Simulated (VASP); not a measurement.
# Lattice of Ag (Silver) across functionals and dispersion corrections, part 2 of 2

Aim: relax Ag (Silver) at several levels and hold each cell against experiment. The start is a cell from a database of measured crystal structures.

VASP 6.6.1, plane waves and PAW; the level of theory is named at each step.

Still holding for the runs below: This run has no spin polarisation. Its electron count is odd, so without a moment it is a metal by construction. The k-mesh is coarse for a metal.

So far, final volume (Å³): step 2 (relaxation, level PBE) 17.8; step 3 (relaxation, level LDA) 16.0.

## Step 4: Relaxation with r2SCAN

This step: r2SCAN; plane waves and PAW (Ag) (VASP 6.6.1).

r2SCAN adds the kinetic-energy density, costs more than a GGA and is run with LASPH.

INCAR reads:

```
SYSTEM = Ag
PREC = Accurate
ENCUT = 520
EDIFF = 1E-06
NELM = 100
ISMEAR = -1
SIGMA = 0.05
LREAL = .FALSE.
ALGO = Normal
METAGGA = R2SCAN
LASPH = .TRUE.
NBANDS = 11
LORBIT = 11
LWAVE = .FALSE.
LCHARG = .FALSE.
KPAR = 2
IBRION = 2
NSW = 60
ISIF = 3
EDIFFG = -0.01
```

POSCAR reads:

```
Ag
1.0
    0.0000000000      2.0430000000      2.0430000000
    2.0430000000      0.0000000000      2.0430000000
    2.0430000000      2.0430000000      0.0000000000
Ag
1
Direct
    0.0000000000      0.0000000000      0.0000000000
```

KPOINTS reads:

```
Automatic mesh
0
Gamma
11 11 11
0 0 0
```

Potentials, in the order of the species: Ag (PBE family, release 64).

Started as:

```
> mpirun -np 2 vasp_std
```

Log:

```text
[banner, memory and clock lines left out]
running    2 mpi-ranks, on    1 nodes
[...]
[... a notice as in an earlier step ...]

 LDA part: xc-table for (None), standard interpolation
 POSCAR, INCAR and KPOINTS ok, starting setup
[...]
entering main loop
       N       E                     dE             d eps       ncg     rms          rms(c)
DAV:   1     0.295476115146E+02    0.29548E+02   -0.56456E+03  1240   0.925E+02
DAV:   2    -0.240491196965E+02   -0.53597E+02   -0.50879E+02  1376   0.203E+02
DAV:   3    -0.248243232039E+02   -0.77520E+00   -0.77474E+00  1415   0.267E+01
DAV:   4    -0.248275404668E+02   -0.32173E-02   -0.32170E-02  1367   0.172E+00
[...]
DAV:  11    -0.213590506395E+02    0.38031E-04   -0.12915E-04  1342   0.110E-01    0.128E-02
DAV:  12    -0.213590481349E+02    0.25045E-05   -0.12874E-05  1441   0.380E-02    0.115E-03
DAV:  13    -0.213590483152E+02   -0.18026E-06   -0.36806E-07   691   0.600E-03
   1 F= -.21359048E+02 E0= -.21357429E+02  d E =-.213590E+02
[...]
DAV:   6    -0.213594911731E+02   -0.77776E-05   -0.50680E-06  1321   0.207E-02    0.839E-03
DAV:   7    -0.213594902831E+02    0.88998E-06   -0.19440E-07   771   0.377E-03
   2 F= -.21359490E+02 E0= -.21357673E+02  d E =-.441968E-03
 trial-energy change:   -0.000442  1 .order   -0.000553   -0.003090    0.001983
 step:   0.5769(harm=  0.6091)  dis= 0.00000  next Energy=   -21.359918 (dE=-0.870E-03)
[...]
N       E                     dE             d eps       ncg     rms          rms(c)
DAV:   1    -0.213721837679E+02   -0.12693E-01   -0.20425E-01  1328   0.489E+00    0.723E-01
DAV:   2    -0.213599467121E+02    0.12237E-01   -0.51837E-02  1334   0.210E+00    0.206E-01
DAV:   3    -0.213599405013E+02    0.62108E-05   -0.36822E-04  1388   0.197E-01    0.147E-01
DAV:   4    -0.213599047164E+02    0.35785E-04   -0.18026E-04  1313   0.843E-02    0.172E-02
DAV:   5    -0.213598971253E+02    0.75911E-05   -0.25716E-05  1325   0.505E-02    0.721E-03
DAV:   6    -0.213598956487E+02    0.14767E-05   -0.65693E-07  1214   0.775E-03    0.379E-03
DAV:   7    -0.213598963776E+02   -0.72890E-06   -0.24865E-08   649   0.142E-03
   3 F= -.21359896E+02 E0= -.21358156E+02  d E =-.848062E-03
[...]
reached required accuracy - stopping structural energy minimisation
```

It took 84 s on 2 MPI ranks of AMD EPYC 7R43, shared host; peak memory 0.23 GiB; 2.8 min of CPU time.

Parts of OUTCAR (step 4):

```text
  Total        0.0040930      0.0040930      0.0040930      0.0000000     -0.0000000      0.0000000
  in kB        0.3798657      0.3798657      0.3798657      0.0000000     -0.0000000      0.0000000
  external PRESSURE =       0.3798657 kB  Pullay stress =       0.0000000 kB

 POSITION                                       TOTAL-FORCE (eV/Angst)
 -----------------------------------------------------------------------------------
      0.00000      0.00000      0.00000         0.000000      0.000000      0.000000
 -----------------------------------------------------------------------------------
    total drift:                               -0.000000     -0.000000      0.000000

  FREE ENERGIE OF THE ION-ELECTRON SYSTEM (eV)
  ---------------------------------------------------
  free  energy   TOTEN  =       -21.3598963776 eV

  energy  without entropy=      -21.3564152421  energy(sigma->0) =      -21.35815581

[... 2 parts as in an earlier step ...]

[... 2 further parts left out ...]
[key lines of the parts left out:]
E-fermi :   8.5484
```

The PAW data sets were made with PBE, which is usual practice but a small mismatch for other functionals.

Step by step:

```
step  energy less that of the first step (eV)  largest force (eV/Å)  pressure (GPa)  volume (Å³)
   1                                   0.0000                0.0000            1.37        17.05
   2                                  -0.0004                0.0000           -0.86        17.42
   3                                  -0.0008                0.0000            0.04        17.26
```

```
conventional cell, symmetrised  before  after  change
                         a (Å)   4.086  4.103  +0.4 %
                         b (Å)   4.086  4.103  +0.4 %
                         c (Å)   4.086  4.103  +0.4 %
              volume (Å³/atom)   17.05  17.26  +1.2 %
```

Final coordinates:

```xyz
1
Lattice="0.0000 2.0513 2.0513 2.0513 0.0000 2.0513 2.0513 2.0513 0.0000" Properties=species:S:1:pos:R:3 pbc="T T T"
Ag    0.0000    0.0000    0.0000
```

It ends at 17.26 Å³/atom, +1.2 % from the start, with 0.04 GPa left. The conventional cell has a = 4.103 Å.

## Step 5: Relaxation with PBE + D3(BJ)

This step: PBE with D3(BJ); plane waves and PAW (Ag) (VASP 6.6.1).

A dispersion term adds the long-range attraction that semilocal functionals lack. D3 with Becke-Johnson damping keeps a finite attraction at short range.

INCAR, as its differences from that of step 4:

```diff
@@ -9,5 +9,6 @@
 ALGO = Normal
-METAGGA = R2SCAN
+GGA = PE
+IVDW = 12
+NBANDS = 11
 LASPH = .TRUE.
-NBANDS = 11
 LORBIT = 11
```

POSCAR is that of step 4.

KPOINTS is that of step 4.

Started as:

```
> mpirun -np 2 vasp_std
```

Log:

```text
[... set-up lines as in an earlier step ...]
 entering main loop
       N       E                     dE             d eps       ncg     rms          rms(c)
[... 11 cycles as in an earlier step ...]
   1 F= -.32995382E+01 E0= -.32981266E+01  d E =-.329954E+01
[...]
N       E                     dE             d eps       ncg     rms          rms(c)
DAV:   1    -0.277978914410E+01   -0.69019E-01   -0.13586E+00  1283   0.125E+01    0.183E+00
DAV:   2    -0.269923778840E+01    0.80551E-01   -0.32734E-01  1277   0.537E+00    0.523E-01
DAV:   3    -0.269752148624E+01    0.17163E-02   -0.35573E-03  1385   0.523E-01    0.348E-01
DAV:   4    -0.269710677128E+01    0.41471E-03   -0.71878E-04  1304   0.206E-01    0.323E-02
DAV:   5    -0.269710403765E+01    0.27336E-05   -0.44710E-06  1349   0.192E-02    0.172E-02
DAV:   6    -0.269710487733E+01   -0.83968E-06   -0.87975E-07  1144   0.762E-03
   2 F= -.33002031E+01 E0= -.32990103E+01  d E =-.664912E-03
 trial-energy change:   -0.000665  1 .order   -0.000559   -0.003709    0.002591
 step:   0.6127(harm=  0.5887)  dis= 0.00000  next Energy=    -3.300699 (dE=-0.116E-02)
[...]
N       E                     dE             d eps       ncg     rms          rms(c)
DAV:   1    -0.271548562083E+01   -0.18382E-01   -0.20407E-01  1286   0.489E+00    0.720E-01
DAV:   2    -0.270358087199E+01    0.11905E-01   -0.45924E-02  1280   0.203E+00    0.231E-01
DAV:   3    -0.270328093650E+01    0.29994E-03   -0.66091E-04  1388   0.228E-01    0.156E-01
DAV:   4    -0.270319686885E+01    0.84068E-04   -0.10101E-04  1310   0.822E-02    0.736E-03
DAV:   5    -0.270319717988E+01   -0.31104E-06   -0.12110E-06  1275   0.967E-03
   3 F= -.33006872E+01 E0= -.32994141E+01  d E =-.114904E-02
[...]
reached required accuracy - stopping structural energy minimisation
```

Elapsed: 23 s, on 2 MPI ranks; peak memory 0.25 GiB; 43 s of CPU time.

OUTCAR, selected parts (step 5):

```text
 Edisp (eV)   -0.60310

 Edisp (eV)   -0.59749

  Total       0.00755     0.00755     0.00755    -0.00000    -0.00000    -0.00000
  in kB       0.71967     0.71967     0.71967    -0.00000    -0.00000    -0.00000
  external pressure =        0.72 kB  Pullay stress =        0.00 kB

 POSITION                                       TOTAL-FORCE (eV/Angst)
 -----------------------------------------------------------------------------------
      0.00000      0.00000      0.00000        -0.000000      0.000000     -0.000000
 -----------------------------------------------------------------------------------
    total drift:                               -0.000000     -0.000000     -0.000000

  FREE ENERGIE OF THE ION-ELECTRON SYSTEM (eV)
  ---------------------------------------------------
  free  energy   TOTEN  =        -3.3006872046 eV

  energy  without entropy=       -3.2981409230  energy(sigma->0) =       -3.29941406

[... 2 parts as in an earlier step ...]

[... 2 further parts left out ...]
[key lines of the parts left out:]
E-fermi :   8.8661
```

Dispersion corrections of this kind ignore metallic screening and tend to overbind metals.

Relaxation path:

```
step  energy less that of the first step (eV)  largest force (eV/Å)  pressure (GPa)  volume (Å³)
   1                                   0.0000                0.0000           -1.50        17.05
   2                                  -0.0007                0.0000            1.08        16.66
   3                                  -0.0011                0.0000            0.07        16.81
```

```
conventional cell, symmetrised  before  after  change
                         a (Å)   4.086  4.067  -0.5 %
                         b (Å)   4.086  4.067  -0.5 %
                         c (Å)   4.086  4.067  -0.5 %
              volume (Å³/atom)   17.05  16.81  -1.4 %
```

Final coordinates:

```
Ag
1.0
     0.00000    2.03333    2.03333
     2.03333    0.00000    2.03333
     2.03333    2.03333    0.00000
Ag
1
Direct
  0.00000 0.00000 0.00000
```

It ends at 16.81 Å³/atom, -1.4 % from the start, with 0.07 GPa left. The conventional cell has a = 4.067 Å. Against plain PBE, the dispersion term moves a by -1.9 %.

## Step 6: The cells as a table

This step: relaxed cells at several levels; plane waves and PAW (VASP 6.6.1).

Derived from the runs above.

Lengths are those of the conventional cell; cost is the wall time of each run, as given at its step, times its ranks, without the set-up around it. Results by level, by row:

```
       level  volume (Å³/atom)  change from the start (%)  a (Å)  cost (core minutes)
         PBE             17.78                        4.3  4.143                0.653
         LDA                16                       -6.2      4                0.473
      r2SCAN             17.26                        1.2  4.103                  2.8
PBE + D3(BJ)             16.81                       -1.4  4.067                0.767
```

## Step 7: Summary of results

| Item | Value |
| --- | --- |
| volume, PBE | 17.78 Å³/atom |
| volume, LDA | 16.00 Å³/atom |
| volume, r2SCAN | 17.26 Å³/atom |
| volume, PBE + D3(BJ) | 16.81 Å³/atom |

For Ag (Silver) the levels give volumes between 16.00 Å³/atom (LDA) and 17.78 Å³/atom (PBE), a spread of 11.1 %, while the cost of the finished runs spans a factor of 5.9. Within 1 % of experiment on every length: r2SCAN and PBE + D3(BJ). The nearest, r2SCAN, took 3.7 times the core time of PBE + D3(BJ) and lowers the largest miss from 0.45 to 0.43 %. Thermal and zero-point expansion, often some tenths of a per cent in length, bear on this order: with the measured lengths lowered by an assumed 0.4 % the nearest becomes PBE + D3(BJ). The costs hold the number of ionic steps as well as the price of the functional. Adding D3(BJ) to PBE changes the volume by -5.5 % (a by -1.9 %). Pairwise corrections of the D and TS kind ignore the screening in a metal, so they may overbind here. Within 0.02 Å all end in space group Fm-3m; the runs can't lower the symmetry of the start. The k-sampling is coarse for a metal, so the Fermi level, pressures and the shape of the cell carry errors. Each is a single relaxation on the plane waves of the start cell, so larger changes of volume carry a basis-set error that was not tested here.

Comparison with the measured values:

```
              quantity  measured             PBE             LDA          r2SCAN    PBE + D3(BJ)
lattice constant a (Å)     4.085  4.143 (+1.4 %)  4.000 (-2.1 %)  4.103 (+0.4 %)  4.067 (-0.4 %)
```

Measured values from pmc:7083871 (2020).

Verdict: For the lattice constant a, of the levels listed nearest comes r2SCAN (+0.4 %, good agreement) and farthest LDA (-2.1 %, a clear miss). The grades are ours: good and fair within 0.7 and 1.5 % for the lattice constant a. Zero-point motion and thermal expansion are not in the computed lattice constants.

[Lines on the potential files, build, host, timing and source positions are cut from VASP's logs without a mark.]

[Logs are printed without paths, hosts, clocks, repeated set-up lines and the standing remarks that a program may print on its own settings, such as how far it seeks lower states.]

[Hosts, paths, dates, database ids (printed as entryN), source tags and the programs' standing remarks are cut or masked in the printed files.]

[A measured line is paired with the nearest computed mode of its activity, which favours agreement.]
